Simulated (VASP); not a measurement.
All values below come from r2SCAN meta-GGA, VASP's PBE PAW potentials (set 64) (plane waves; VASP).

Input for VASP

KPOINTS:
```
kpoints
0
Gamma
  12 12 7
```

### INCAR
```
EDIFF = 1E-7
LCHARG = .FALSE.
ISIF = 4   ! ions and shape, fixed volume
SYSTEM = Tl
PREC = Accurate
ENCUT = 520   ! plane-wave cut-off (eV)
NSW = 30   ! most ionic steps
LMAXMIX = 4   ! l cut-off of mixed one-centre charges
ISMEAR = 1
LASPH = .TRUE.
LMIXTAU = .TRUE.
SIGMA = 0.1
METAGGA = R2SCAN
ALGO = Normal   ! blocked Davidson
LWAVE = .FALSE.
EDIFFG = -0.01
NELM = 100   ! most electronic steps
LREAL = .FALSE.
IBRION = 2
```

### POSCAR
```
Tl
1
    1.8051291038    -3.1265754344     0.0000000000
    1.8051291038     3.1265754344     0.0000000000
    0.0000000000     0.0000000000     5.6669967319
Tl
2
Direct
  0.3333330000   0.6666670000   0.2500000000
  0.6666670000   0.3333330000   0.7500000000
```

POTCAR, in this order: Tl_d (PBE.64 set). Program: vasp_std.

Output of the run:

**OSZICAR**
```
       N       E                     dE             d eps       ncg     rms          rms(c)
DAV:   1     0.194898555976E+02    0.19490E+02   -0.14613E+04  2592   0.146E+03
DAV:   2    -0.111515011704E+03   -0.13100E+03   -0.12925E+03  2743   0.295E+02
DAV:   3    -0.113890333056E+03   -0.23753E+01   -0.23515E+01  3054   0.352E+01
DAV:   4    -0.113909532308E+03   -0.19199E-01   -0.19193E-01  2904   0.298E+00
DAV:   5    -0.113909795677E+03   -0.26337E-03   -0.26337E-03  3013   0.364E-01    0.214E+00
DAV:   6    -0.108413810522E+03    0.54960E+01   -0.23032E+00  2602   0.162E+01    0.311E+00
DAV:   7    -0.107028261685E+03    0.13855E+01   -0.16891E-01  2612   0.537E+00    0.261E+00
DAV:   8    -0.108584441456E+03   -0.15562E+01   -0.46903E-01  2605   0.707E+00    0.126E+00
DAV:   9    -0.106324285711E+03    0.22602E+01   -0.25372E-01  2601   0.506E+00    0.536E-01
DAV:  10    -0.106322921674E+03    0.13640E-02   -0.12493E-03  2807   0.242E-01    0.551E-01
DAV:  11    -0.106326328359E+03   -0.34067E-02   -0.71430E-03  2615   0.487E-01    0.459E-01
DAV:  12    -0.106273438266E+03    0.52890E-01   -0.30500E-02  2658   0.124E+00    0.196E-01
DAV:  13    -0.106325806533E+03   -0.52368E-01   -0.23782E-02  2629   0.116E+00    0.150E-01
DAV:  14    -0.106331314323E+03   -0.55078E-02   -0.18166E-03  2667   0.339E-01    0.693E-02
DAV:  15    -0.106332398491E+03   -0.10842E-02   -0.15077E-03  2644   0.297E-01    0.584E-02
DAV:  16    -0.106332300349E+03    0.98142E-04   -0.57430E-05  2670   0.592E-02    0.476E-02
DAV:  17    -0.106332305927E+03   -0.55782E-05   -0.74038E-07  2633   0.557E-03    0.476E-02
DAV:  18    -0.106332416130E+03   -0.11020E-03   -0.19477E-05  2642   0.400E-02    0.508E-02
DAV:  19    -0.106332448960E+03   -0.32830E-04   -0.38821E-06  2730   0.188E-02    0.504E-02
DAV:  20    -0.106332443757E+03    0.52030E-05   -0.19552E-06  2646   0.137E-02    0.481E-02
DAV:  21    -0.106332444872E+03   -0.11148E-05   -0.18080E-06  2675   0.101E-02    0.430E-02
DAV:  22    -0.106332509254E+03   -0.64382E-04   -0.56036E-05  2634   0.715E-02    0.295E-02
DAV:  23    -0.106332522060E+03   -0.12806E-04   -0.26257E-05  2673   0.423E-02    0.393E-02
DAV:  24    -0.106332517349E+03    0.47106E-05   -0.26922E-06  2640   0.151E-02    0.293E-02
DAV:  25    -0.106332518998E+03   -0.16488E-05   -0.59287E-07  2060   0.526E-03    0.217E-02
DAV:  26    -0.106332523669E+03   -0.46710E-05   -0.27238E-06  2623   0.166E-02    0.910E-03
DAV:  27    -0.106332530077E+03   -0.64086E-05   -0.98577E-06  2652   0.230E-02    0.520E-03
DAV:  28    -0.106332535022E+03   -0.49447E-05   -0.22371E-06  2636   0.120E-02    0.431E-03
DAV:  29    -0.106332535154E+03   -0.13201E-06   -0.53117E-07  2059   0.574E-03    0.231E-03
DAV:  30    -0.106332535591E+03   -0.43638E-06   -0.25191E-07  2016   0.450E-03    0.662E-04
DAV:  31    -0.106332535476E+03    0.11490E-06   -0.72753E-08  1336   0.211E-03    0.562E-04
DAV:  32    -0.106332535590E+03   -0.11442E-06   -0.36016E-08  1331   0.158E-03    0.115E-04
DAV:  33    -0.106332535507E+03    0.82684E-07   -0.61060E-09  1323   0.819E-04
   1 F= -.10633254E+03 E0= -.10633264E+03  d E =-.106333E+03
       N       E                     dE             d eps       ncg     rms          rms(c)
DAV:   1    -0.106357379684E+03   -0.24844E-01   -0.10552E+00  2626   0.815E+00    0.657E-01
DAV:   2    -0.106340000357E+03    0.17379E-01   -0.13313E-02  2647   0.105E+00    0.406E-01
DAV:   3    -0.106333991194E+03    0.60092E-02   -0.14922E-02  2621   0.131E+00    0.338E-02
DAV:   4    -0.106336746400E+03   -0.27552E-02   -0.29209E-03  2622   0.519E-01    0.242E-02
DAV:   5    -0.106336838332E+03   -0.91932E-04   -0.23388E-04  2619   0.123E-01    0.203E-02
DAV:   6    -0.106336833643E+03    0.46891E-05   -0.12530E-04  2607   0.831E-02    0.801E-03
DAV:   7    -0.106336865009E+03   -0.31366E-04   -0.25872E-05  2625   0.376E-02    0.256E-03
DAV:   8    -0.106336857961E+03    0.70475E-05   -0.11187E-06  2731   0.114E-02    0.122E-03
DAV:   9    -0.106336863327E+03   -0.53658E-05   -0.32140E-07  2019   0.780E-03    0.757E-04
DAV:  10    -0.106336862165E+03    0.11626E-05   -0.12471E-07  1902   0.292E-03    0.275E-04
DAV:  11    -0.106336865803E+03   -0.36388E-05   -0.12786E-07  1983   0.534E-03    0.764E-05
DAV:  12    -0.106336865195E+03    0.60809E-06   -0.65476E-09  1303   0.837E-04    0.603E-05
DAV:  13    -0.106336865438E+03   -0.24229E-06   -0.19421E-09  1304   0.518E-04    0.179E-05
DAV:  14    -0.106336865221E+03    0.21645E-06   -0.66025E-10  1303   0.284E-04    0.103E-05
DAV:  15    -0.106336865271E+03   -0.50310E-07   -0.37735E-11  1304   0.507E-05
   2 F= -.10633687E+03 E0= -.10633695E+03  d E =-.432976E-02
       N       E                     dE             d eps       ncg     rms          rms(c)
DAV:   1    -0.106395979094E+03   -0.59114E-01   -0.29067E+00  2628   0.135E+01    0.109E+00
DAV:   2    -0.106348829154E+03    0.47150E-01   -0.35955E-02  2663   0.169E+00    0.674E-01
DAV:   3    -0.106332411108E+03    0.16418E-01   -0.40659E-02  2623   0.215E+00    0.588E-02
DAV:   4    -0.106340174527E+03   -0.77634E-02   -0.77465E-03  2634   0.847E-01    0.404E-02
DAV:   5    -0.106340332638E+03   -0.15811E-03   -0.62944E-04  2615   0.205E-01    0.337E-02
DAV:   6    -0.106340369418E+03   -0.36780E-04   -0.37610E-04  2597   0.146E-01    0.132E-02
DAV:   7    -0.106340438293E+03   -0.68875E-04   -0.66346E-05  2613   0.605E-02    0.444E-03
DAV:   8    -0.106340424808E+03    0.13485E-04   -0.33788E-06  2697   0.198E-02    0.198E-03
DAV:   9    -0.106340434201E+03   -0.93922E-05   -0.66915E-07  2514   0.115E-02    0.143E-03
DAV:  10    -0.106340432591E+03    0.16100E-05   -0.34738E-07  2048   0.490E-03    0.503E-04
DAV:  11    -0.106340440226E+03   -0.76353E-05   -0.48167E-07  2126   0.103E-02    0.123E-04
DAV:  12    -0.106340438962E+03    0.12637E-05   -0.21263E-08  1310   0.164E-03    0.110E-04
DAV:  13    -0.106340439270E+03   -0.30806E-06   -0.52656E-09  1305   0.883E-04    0.298E-05
DAV:  14    -0.106340438930E+03    0.34041E-06   -0.15965E-09  1304   0.486E-04    0.143E-05
DAV:  15    -0.106340439022E+03   -0.91998E-07   -0.10178E-10  1305   0.820E-05
   3 F= -.10634044E+03 E0= -.10634063E+03  d E =-.790351E-02
       N       E                     dE             d eps       ncg     rms          rms(c)
DAV:   1    -0.106344458015E+03   -0.40191E-02   -0.20291E-01  2608   0.358E+00    0.288E-01
DAV:   2    -0.106341164221E+03    0.32938E-02   -0.24897E-03  2654   0.464E-01    0.178E-01
DAV:   3    -0.106340049945E+03    0.11143E-02   -0.28717E-03  2619   0.581E-01    0.157E-02
DAV:   4    -0.106340567784E+03   -0.51784E-03   -0.52597E-04  2631   0.223E-01    0.106E-02
DAV:   5    -0.106340584774E+03   -0.16990E-04   -0.42536E-05  2614   0.531E-02    0.887E-03
DAV:   6    -0.106340581819E+03    0.29551E-05   -0.26185E-05  2592   0.390E-02    0.349E-03
DAV:   7    -0.106340590249E+03   -0.84306E-05   -0.42650E-06  2619   0.157E-02    0.115E-03
DAV:   8    -0.106340587347E+03    0.29025E-05   -0.19501E-07  2063   0.490E-03    0.565E-04
DAV:   9    -0.106340589796E+03   -0.24490E-05   -0.88249E-08  1937   0.378E-03    0.273E-04
DAV:  10    -0.106340588939E+03    0.85733E-06   -0.16934E-08  1301   0.134E-03    0.105E-04
DAV:  11    -0.106340590344E+03   -0.14055E-05   -0.17757E-08  1300   0.199E-03    0.349E-05
DAV:  12    -0.106340590087E+03    0.25711E-06   -0.10097E-09  1298   0.305E-04    0.244E-05
DAV:  13    -0.106340590160E+03   -0.73351E-07   -0.29214E-10  1298   0.201E-04
   4 F= -.10634059E+03 E0= -.10634080E+03  d E =-.805465E-02
```

File OUTCAR:
```
------------------------ aborting loop because EDIFF is reached ----------------------------------------
  FORCE on cell =-STRESS in cart. coord.  units (eV):
  Direction    XX          YY          ZZ          XY          YZ          ZX
  --------------------------------------------------------------------------------------
  Total       -0.6379448     -0.6379448     -0.6323955      0.0000000     -0.0000000      0.0000000
  in kB      -15.9784084    -15.9784094    -15.8394178      0.0000000     -0.0000000      0.0000000
  external PRESSURE =     -15.9320785 kB  Pullay stress =       0.0000000 kB
  volume of cell :       63.97
      direct lattice vectors                 reciprocal lattice vectors
     1.830705626 -3.170875264 -0.000000000     0.273118732 -0.157685168 -0.000000000
     1.830705626  3.170875264 -0.000000000     0.273118732  0.157685168  0.000000000
     0.000000000 -0.000000000  5.509757280     0.000000000  0.000000000  0.181496198
 POSITION                                       TOTAL-FORCE (eV/Angst)
 -----------------------------------------------------------------------------------
      1.83071      1.05696      1.37744        -0.000000     -0.000000      0.000000
      1.83071     -1.05696      4.13232         0.000000      0.000000      0.000000
 -----------------------------------------------------------------------------------
    total drift:                               -0.000000      0.000487      0.000009
  FREE ENERGIE OF THE ION-ELECTRON SYSTEM (eV)
  ---------------------------------------------------
  free  energy   TOTEN  =      -106.3405901604 eV

  energy  without entropy=     -106.3412259197  energy(sigma->0) =     -106.34080208

 reached required accuracy - stopping structural energy minimisation
```
(Selected blocks of OUTCAR.)

File CONTCAR:
```
Tl
   1.00000000000000
     1.8307056264206543   -3.1708752644300042   -0.0000000000000000
     1.8307056264206543    3.1708752644300042   -0.0000000000000000
     0.0000000000000000   -0.0000000000000000    5.5097572799245063
  Tl
     2
Direct
     0.3333330000000032    0.6666669999999968    0.2500000000000000
     0.6666669999999968    0.3333330000000032    0.7500000000000000
```

The compound is Tl in the hcp structure. This cell is one point of a volume scan, at 1.06 of the reference volume. Symmetry was kept, so distortions that lower it aren't found.
